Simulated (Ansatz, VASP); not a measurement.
## SiGe: VASP beside Ansatz

One calculation is typed for both programs; each brings its own data sets. How far apart do they land? The cell is generated by rule, not measured, and may not be a known phase. The cell is taken from a series of runs on this material, whose earlier steps may have relaxed, scaled, displaced or heated it; both programs get it as it stands.

Program: Ansatz 0.2.0. Level of theory: plane waves, with VASP 6.6.1 beside it; zone-centre phonons at LDA. Results are calculated unless marked as measured.

The structure was built from a prototype and need not be the compound's stable phase.

### Step 1. Starting point

It takes space group Pmma (No. 51, orthorhombic). Conventional cell: a = 3.887 Å, b = 3.892 Å, c = 5.503 Å, α = 90.00°, β = 90.00°, γ = 90.00°. Si has 2 Si at 2.35 Å and 2 Ge at 2.38 Å nearest. Ge has 2 Si at 2.38 Å and 2 Ge at 2.42 Å nearest. Farther neighbours are not listed.

### Step 2. Ansatz: zone-centre phonons, LDA

Ansatz runs on its PAW soft_1 files.

Second derivatives magnify differences that forces hide, and they need a tight electronic threshold.

File input.yaml:

```yaml
crystal:
  lattice:
    - [3.8868836403, 0.0, 0.0]
    - [0.0, 3.8922837784, 0.0]
    - [0.0, 0.0, 5.5026937164]
  atoms:
    - { symbol: Si, position: [0.0, 0.0, 0.0048912735] }
    - { symbol: Si, position: [0.5, 0.0, 0.2451087265] }
    - { symbol: Ge, position: [0.5, 0.5, 0.4944778771] }
    - { symbol: Ge, position: [0.0, 0.5, 0.7555221229] }
kpoints:
  mp_grid: { grid: [8, 8, 6], shift: [0.5, 0.5, 0.5] }
hamiltonian:
  xc: lda
  pseudopotentials: { kind: paw, azcp: { folder: soft_1 }, xc_functional: pbe }
scf:
  occupations: { method: fixed }
output:
  eigenvalues: true
phonons:
  method: dfpt
```

Run with:

```
ansatz run input.yaml --threads 4 --pin off --max-ram 16384MiB --backend cpu --events-out ev --progress --plain --runs-dir out
```

Numbers of over 12 decimals in the logs are rounded to 6 here.

The log of the run:

```text
zone centre: on kpoints.mp_grid the ground state, and the responses unless they are solved on pairs of k-points, stand on 48 of the mesh's 384 k-points, reduced under 4 symmetry operations, with k and −k counted as one. Each operation leaves every solved displacement unchanged or reverses it
Engine: ansatz 0.2.0, aarch64-unknown-linux-gnu
Pseudopotentials: kind: paw
Pseudopotential: Si, paw, valence charge 4, recommended cutoff 420 eV (normal), soft_1/Si.paw.azcp
Pseudopotential: Ge, paw, valence charge 14, recommended cutoff 420 eV (normal), soft_1/Ge.paw.azcp
Functional definition: SPW92
  exchange = slater_x
  correlation = pw_c
Crystal: 4 atoms, lattice volume = 83.249 Å³
Basis set: ecut = 420 eV, 1659 PW (Γ), exchange–correlation on 60×54×80 points (8 copies of the dense FFT grid, shifted against one another)
Bands: 22, of which v1, the nominal top of the filled ones, is band 18 counted from 1 (17 counted from 0)
Symmetry: 8 space group operations
k-points: 48 of 384 (irreducible under 4 space group operations, time reversal used)
Non-local potential: Si, projectors of the file, l = 0: 2, l = 1: 2, l = 2: 1
Non-local potential: Ge, projectors of the file, l = 0: 2, l = 1: 2, l = 2: 3, l = 3: 1
PAW form: soft (Blöchl's): semilocal exchange-correlation on the pseudo side does not see the compensation charge
PAW frozen core: Si, regenerated for the run's functional, and the local potential with it (the file was generated under x = pbe(κ = 0.804, μ = 0.219515), c = pbe(β = 0.066725))
PAW frozen core: Ge, regenerated for the run's functional, and the local potential with it (the file was generated under x = pbe(κ = 0.804, μ = 0.219515), c = pbe(β = 0.066725))
PAW one-centre angular grid: Si, 110 points (default); XC on 64 Gauss nodes
PAW one-centre angular grid: Ge, 590 points (default); XC on 64 Gauss nodes
Initial density: superposition of atomic densities (chi_scale 0.1, normalization cell, long waves kept (reshape's long-wave potential 0.01 eV rms))
Initial wavefunctions: pseudopotential atomic-orbital guess
Functional: x = slater, c = lda
SCF iter   1: F=—  HF=-9649.131176 eV  |F-HF|=—  |Δ(HF+E_count)|=         —  Δρ=4.19e-2  dr2=1.38e0  ethr=3.10e-3  ⟨swp⟩=4.9  Hψ=4502  notcnv=0  defer=91
preconditioner: auto → Resta (q_TF=auto, 2.373 Å⁻¹)  ε∞=2.7  [insulator: Δε(μ)=0.888 eV  Ē_g=18.573 eV  n_scr=20 (ndim 8)  ℏωp=24.4 eV  f_vac=0.000  ε∞_Penn≈2.7]
SCF iter   2: F=—  HF=-9648.843129 eV  |F-HF|=—  |Δ(HF+E_count)|=   2.88e-1  Δρ=2.32e-2  dr2=4.23e-1  ethr=3.10e-3  ⟨swp⟩=2.0  Hψ=1536  notcnv=0  defer=94
SCF iter   3: F=—  HF=-9648.729177 eV  |F-HF|=—  |Δ(HF+E_count)|=   1.14e-1  Δρ=2.21e-3  dr2=6.64e-3  ethr=1.17e-3  ⟨swp⟩=2.1  Hψ=1508  notcnv=0  defer=96
SCF iter   4: F=—  HF=-9648.724961 eV  |F-HF|=—  |Δ(HF+E_count)|=   4.22e-3  Δρ=1.28e-3  dr2=9.71e-4  ethr=1.84e-5  ⟨swp⟩=3.0  Hψ=2100  notcnv=0  defer=96
SCF iter   5: F=—  HF=-9648.724964 eV  |F-HF|=—  |Δ(HF+E_count)|=   2.25e-6  Δρ=4.34e-4  dr2=1.37e-4  ethr=2.70e-6  ⟨swp⟩=2.0  Hψ=2016  notcnv=0  defer=96
SCF iter   6: F=—  HF=-9648.725036 eV  |F-HF|=—  |Δ(HF+E_count)|=   7.22e-5  Δρ=5.35e-5  dr2=2.89e-6  ethr=3.81e-7  ⟨swp⟩=2.3  Hψ=1437  notcnv=0  defer=83
SCF iter   7: F=—  HF=-9648.725039 eV  |F-HF|=—  |Δ(HF+E_count)|=   3.22e-6  Δρ=7.36e-6  dr2=3.83e-8  ethr=8.02e-9  ⟨swp⟩=2.0  Hψ=1341  notcnv=0  defer=1
SCF iter   8: F=—  HF=-9648.725039 eV  |F-HF|=—  |Δ(HF+E_count)|=   3.52e-8  Δρ=1.28e-6  dr2=7.25e-10  ethr=1.06e-10  ⟨swp⟩=2.2  Hψ=1512  notcnv=0  defer=1
SCF iter   9: F=-9648.725039 eV  HF=-9648.725039 eV  |F-HF|=4.00e-11  |Δ(HF+E_count)|=   1.04e-9  Δρ=2.16e-7  dr2=3.52e-11  ethr=1.00e-12  ⟨swp⟩=9.7  Hψ=6817  notcnv=0
SCF 1 converged in 9 iterations: F = -9648.725039 eV  dr2 = 3.52e-11
  greatest PAW one-centre occupation: 0.998 electrons in one spin orbital (limit 2), on the Ge atom at site 3 (counted from 0), in its partial waves of l = 2
DFPT response loops at Γ: preconditioner auto → Resta (q_TF=auto, 2.373 Å⁻¹)  ε∞=10.3 (no band partly filled); β = 1.00, the filter's whole step (`scf.mixing.beta` (0.50) is not read by the response loops at its default; to damp them type it under 1.00, their step now; it binds the ground state too); Broyden in place of MSR1
SCF converged after 9 iterations
Free energy (F): -9648.725039 eV
Harris-Foulkes:  -9648.725039 eV  (|F-HF|=4.00e-11)
Internal energy: -9648.725039 eV  (E = F + TS)
E sigma→0 (E₀):  -9648.725039 eV
Fermi energy:    7.357961 eV
--- Per-component energies (eV) ---
  E_band       = -308.531311
  E_kinetic    = 269.145225
  E_local      = -5185.990351  (includes V_loc(G=0)·N_el)
  E_nonlocal   = 490.474992
  E_hartree    = 2471.142207
  E_xc         = -255.440796
  E_vxc        = -228.164601  (∫ρ·V_xc dr)
  E_paw        = -4839.817523  (= ΣΔE_a)
  E_vpaw       = -596.281313  (= ΣTr[D̂ρ^β])
  E_aug_tail   = 0.000120  (compensation charges beyond the density's cutoff)
  E_ewald      = -2602.224228
  E_core_change = 3.985315  (= ΣΔE_core)
  E_smearing   = -0.000000  (= −TS)
  E_closure    = -0.000000  (closes the sum)
  Σ components = -9648.725039   (vs F -9648.725039, Δ=0.00e0)
--- Band table (eV; the first three rows and the last of 48) ---
  k-point 0: bands = [... 14 lower, 4.3162, 6.4368, 7.0830, 7.3580, 8.3332, 8.6404, 9.7139, 9.9963]
  k-point 1: bands = [... 14 lower, 4.6318, 5.2134, 6.3491, 6.9912, 8.3097, 9.1704, 9.9571, 10.2074]
  k-point 2: bands = [... 14 lower, 4.8620, 5.1938, 5.5865, 6.0841, 8.5184, 9.2007, 10.2411, 10.9147]
  k-point 47: bands = [... 14 lower, 3.1251, 3.3163, 3.9769, 4.1647, 10.1065, 10.9950, 11.2688, 11.9530]
--- Phonons (Γ-DFPT): 6 representative perturbations + reference, on 48 of 384 k-points (Σ response iterations 19) ---
  k mesh reduced under 4 symmetry operations, with k and −k counted as one. Each operation leaves every solved displacement unchanged or reverses it
  ASR residual: 5.054e-5 → 0.000e0 eV/Å²; symmetrization residual: 4.211e-6 eV/Å²
  ASR residual per site (eV/Å²): 5.05e-5 5.05e-5 2.84e-5 2.84e-5
  Γ frequencies (cm⁻¹): 0.00 0.00 0.00 98.29 108.54 265.51 281.97 325.84 371.82 416.99 455.49 485.19
  non-analytic LO–TO correction: not included (Born effective charges unavailable; polar crystals: no LO–TO splitting at Γ)
```

The column dr2 measures how far the density is from self-consistency, as an energy; F and HF (Harris–Foulkes) agree once it is small.

(Continued in part 2 of 3.)

[Lines on the potential files, build, host, timing and source positions are cut from VASP's logs without a mark.]

[Logs are printed without paths, hosts, clocks, repeated set-up lines and the standing remarks that a program may print on its own settings, such as how far it seeks lower states.]

[Hosts, paths, dates, database ids (printed as entryN), source tags and the programs' standing remarks are cut or masked in the printed files.]
